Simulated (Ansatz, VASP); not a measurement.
# GaN in two plane-wave programs

Wanted: the spread between two codes on one cell, functional and k mesh. The cell is taken from a series of runs on this material, whose earlier steps may have relaxed, scaled, displaced or heated it; both programs get it as it stands.

Program: Ansatz 0.2.0. Level of theory: plane waves, with VASP 6.6.1 beside it; single point at HSE06. Results are calculated unless marked as measured.

### 1. Set-up

The structure is cubic, space group F-43m (No. 216). Conventional cell: a = 4.437 Å, b = 4.437 Å, c = 4.437 Å, α = 90.00°, β = 90.00°, γ = 90.00°. Nearest to Ga lie 4 N at 1.92 Å. Nearest to N lie 4 Ga at 1.92 Å. Farther neighbours and most contacts between anions are not listed.

### 2. VASP: single point, HSE06

A single point gives forces, pressure and levels at one fixed geometry, so differences don't come from the geometry; what else differs is listed under the comparison.

Lines of VASP's logs that name or quote its potential files are left out, and so is its time.

The run reads the wave functions of an earlier VASP run, which isn't shown here.

Input file INCAR:

```
SYSTEM = GaN
PREC = Accurate
ENCUT = 520
EDIFF = 1E-06
NELM = 100
ISMEAR = -1
SIGMA = 0.02
LREAL = .FALSE.
ALGO = Normal
LHFCALC = .TRUE.
AEXX = 0.25
GGA = PE
HFSCREEN = 0.208
LASPH = .TRUE.
NBANDS = 15
PRECFOCK = Fast
LORBIT = 11
LWAVE = .FALSE.
LCHARG = .FALSE.
KPAR = 8
ISIF = 2
```

Input file POSCAR:

```
GaN
1.0
    0.0000000000      2.2187024030      2.2187024030
    2.2187024030      0.0000000000      2.2187024030
    2.2187024030      2.2187024030      0.0000000000
Ga N
1 1
Direct
    0.0000000000      0.0000000000      0.0000000000
    0.7500000000      0.7500000000      0.7500000000
```

Input file KPOINTS:

```
Automatic mesh
0
Gamma
7 7 7
0 0 0
```

Potentials, in the order of the species: Ga_d and N (PBE family, release 64).

The run is started by

```bash
mpirun -np 8 vasp_std
```

Numbers of over 12 decimals in the logs are rounded to 6 here.

The log of the run:

```text
[banner, memory and clock lines left out]
running    8 mpi-ranks, on    1 nodes
 distrk:  each k-point on    1 cores,    8 groups
 distr:  one band on    1 cores,    1 groups

 POSCAR found type information on POSCAR GaN
 POSCAR found :  2 types and       2 ions
|                                                                             |
|           W    W    AA    RRRRR   N    N  II  N    N   GGGG   !!!           |
|           W    W   A  A   R    R  NN   N  II  NN   N  G    G  !!!           |
|           W    W  A    A  R    R  N N  N  II  N N  N  G       !!!           |
|           W WW W  AAAAAA  RRRRR   N  N N  II  N  N N  G  GGG   !            |
|           WW  WW  A    A  R   R   N   NN  II  N   NN  G    G                |
|           W    W  A    A  R    R  N    N  II  N    N   GGGG   !!!           |
|                                                                             |
|     For optimal performance we recommend to set                             |
|       NCORE = 2 up to number-of-cores-per-socket                            |
|     NCORE specifies how many cores store one orbital (NPAR=cpu/NCORE).      |
|     This setting can greatly improve the performance of VASP for DFT.       |
|     The default, NCORE=1 might be grossly inefficient on modern             |
|     multi-core architectures or massively parallel machines. Do your        |
|     Unfortunately you need to use the default for GW and RPA                |
|     calculations (for HF NCORE is supported but not extensively tested      |
|     yet).                                                                   |
|                                                                             |

 LDA part: xc-table for (Slater+PW92), standard interpolation
 found WAVECAR, reading the header
 POSCAR, INCAR and KPOINTS ok, starting setup
 FFT: planning ... GRIDC
 FFT: planning ... GRID_SOFT
 FFT: planning ... GRID
 reading WAVECAR
 the WAVECAR file was read successfully
 initial charge from wavefunction
 entering main loop
       N       E                     dE             d eps       ncg     rms          rms(c)
DAV:   1    -0.147236182750E+02   -0.14724E+02   -0.50706E-01   868   0.248E+01    0.606E-01
DAV:   2    -0.147191821538E+02    0.44361E-02   -0.45640E-02   740   0.593E+00    0.395E-01
DAV:   3    -0.147171932490E+02    0.19889E-02   -0.59569E-03   809   0.209E+00    0.208E-01
DAV:   4    -0.147169491865E+02    0.24406E-03   -0.12403E-03   872   0.482E-01    0.977E-02
DAV:   5    -0.147168699061E+02    0.79280E-04   -0.64711E-05   779   0.104E-01    0.568E-02
DAV:   6    -0.147168398879E+02    0.30018E-04   -0.11012E-05   747   0.361E-02    0.329E-02
DAV:   7    -0.147168290607E+02    0.10827E-04   -0.37138E-06   691   0.192E-02    0.193E-02
DAV:   8    -0.147168251359E+02    0.39249E-05   -0.99933E-07   510   0.132E-02    0.116E-02
DAV:   9    -0.147168236809E+02    0.14549E-05   -0.55497E-07   398   0.926E-03    0.707E-03
DAV:  10    -0.147168232931E+02    0.38783E-06   -0.27352E-07   391   0.560E-03
   1 F= -.14716823E+02 E0= -.14716823E+02  d E =-.233300E-11
```

Parts of OUTCAR (step 2):

```text
ion  position               nearest neighbor table
   1  0.000  0.000  0.000-   2 1.92   2 1.92   2 1.92   2 1.92
   2  0.750  0.750  0.750-   1 1.92   1 1.92   1 1.92   1 1.92

  LATTYP: Found a face centered cubic cell.
 ALAT       =     4.4374048060

 Subroutine GETGRP returns: Found 24 space group operations
 (whereof 24 operations were pure point group operations)

The static configuration has the point symmetry T_d .

 Found     20 irreducible k-points:

   k-points           NKPTS =     20   k-points in BZ     NKDIM =    343   number of bands    NBANDS=     15

   dimension x,y,z NGX =    24 NGY =   24 NGZ =   24
   dimension x,y,z NGXF=    48 NGYF=   48 NGZF=   48

   ENCUT  =  520.0 eV  38.22 Ry    6.18 a.u.   5.83  5.83  5.83*2*pi/ulx,y,z

   NELECT =      18.0000    total number of electrons

 k-points in reciprocal lattice and weights: Automatic mesh
   0.00000000  0.00000000  0.00000000       0.003
   0.14285714  0.00000000  0.00000000       0.023
   0.28571429  0.00000000  0.00000000       0.023
   0.42857143  0.00000000  0.00000000       0.023
   0.14285714  0.14285714  0.00000000       0.017
   0.28571429  0.14285714  0.00000000       0.070
   0.42857143  0.14285714  0.00000000       0.070
  -0.42857143  0.14285714  0.00000000       0.070
  -0.28571429  0.14285714  0.00000000       0.070
[...]
-0.42857143  0.42857143  0.14285714       0.070
  -0.28571429  0.42857143  0.14285714       0.070

  exchange ACFDT corr.  =         0.00000000  see jH, gK, PRB 81, 115126

 average (electrostatic) potential at core
       1 -55.9645       2 -56.5139

 E-fermi :   5.3962

 k-point     1 :       0.0000    0.0000    0.0000
  band No.  band energies     occupation
    ...
      5     -10.2608      2.00000
      6     -10.2608      2.00000
      7       4.9570      2.00000
      8       4.9570      2.00000
      9       4.9570      2.00000
     10       8.2791      0.00000
     11      17.2005      0.00000
     12      17.2005      0.00000
     13      17.2005      0.00000
     14      24.9956      0.00000
    ...

 k-point     2 :       0.1429    0.0000    0.0000
  band No.  band energies     occupation
    ...
      5     -10.2630      2.00000
      6     -10.2630      2.00000
      7       3.0372      2.00000
      8       4.7220      2.00000
      9       4.7221      2.00000
     10       9.6248      0.00000
     11      16.3385      0.00000
     12      17.5384      0.00000
     13      17.5384      0.00000
     14      23.9388      0.00000
    ...

 k-point     3 :       0.2857    0.0000    0.0000
  band No.  band energies     occupation
    ...
      5     -10.2516      2.00000
      6      -9.9202      2.00000
      7      -0.0326      2.00000
      8       4.2450      2.00000
      9       4.2450      2.00000
     10      10.9899      0.00000
     11      15.5762      0.00000
     12      17.6289      0.00000
     13      17.6289      0.00000
     14      22.7558      0.00000
    ...

  Total        1.1764393      1.1764393      1.1764393     -0.0000000      0.0000000     -0.0000000
  in kB       86.2885074     86.2885074     86.2885074     -0.0000000      0.0000000     -0.0000000
  external PRESSURE =      86.2885074 kB  Pullay stress =       0.0000000 kB

  energy-cutoff  :      520.00
  volume of cell :       21.84
      direct lattice vectors                 reciprocal lattice vectors
     0.000000000  2.218702403  2.218702403    -0.225356947  0.225356947  0.225356947
     2.218702403  0.000000000  2.218702403     0.225356947 -0.225356947  0.225356947
     2.218702403  2.218702403  0.000000000     0.225356947  0.225356947 -0.225356947

 POSITION                                       TOTAL-FORCE (eV/Angst)
 -----------------------------------------------------------------------------------
      0.00000      0.00000      0.00000         0.000000      0.000000      0.000000
      3.32805      3.32805      3.32805        -0.000000     -0.000000     -0.000000
 -----------------------------------------------------------------------------------
    total drift:                                0.000002      0.000010      0.000004

  FREE ENERGIE OF THE ION-ELECTRON SYSTEM (eV)
  ---------------------------------------------------
  free  energy   TOTEN  =       -14.7168232931 eV

  energy  without entropy=      -14.7168232931  energy(sigma->0) =      -14.71682329

 total charge
# of ion       s       p       d       tot
------------------------------------------
    1        0.766   0.952  10.230  11.948
    2        1.221   2.576   0.000   3.797
--------------------------------------------------
tot          1.987   3.527  10.230  15.745

[... 3 further parts left out ...]
```

The run ends at a pressure of 8.63 GPa.

(Continued in part 2 of 2.)

[Lines on the potential files, build, host, timing and source positions are cut from VASP's logs without a mark.]

[Logs are printed without paths, hosts, clocks, repeated set-up lines and the standing remarks that a program may print on its own settings, such as how far it seeks lower states.]

[Hosts, paths, dates, database ids (printed as entryN), source tags and the programs' standing remarks are cut or masked in the printed files.]
